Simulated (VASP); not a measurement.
Energy against volume of Co (hcp). Method: r2SCAN+rVV10, VASP's PBE PAW potentials (set 64) (plane waves; VASP 6.6.1). Numerical set-up: 520 eV cut-off, 17×17×9 Γ-centred mesh, first-order Methfessel-Paxton smearing of 0.10 eV, potentials Co.

Shape and ions are relaxed at each volume.

```json
[
 {"V (Å³/atom)": "9.849", "E (eV/atom)": "-12.97459"},
 {"V (Å³/atom)": "10.164", "E (eV/atom)": "-13.00008"},
 {"V (Å³/atom)": "10.478", "E (eV/atom)": "-13.00843"},
 {"V (Å³/atom)": "10.792", "E (eV/atom)": "-13.00292"}
]
```

Fit these four points and predict the energy of the run at 11.107 Å³/atom.

A cubic in V^(−2/3), the third-order Birch-Murnaghan form, passes through the four points with V0 = 10.50 Å³/atom and B0 = 232 GPa, and gives -12.9861 eV/atom there. The run gave -12.9862 eV/atom, -0.1 meV/atom from the fit; all five points give B0 = 232 GPa.

The compound is Co in the hcp structure. It was relaxed first, which changed the volume by -5 %.
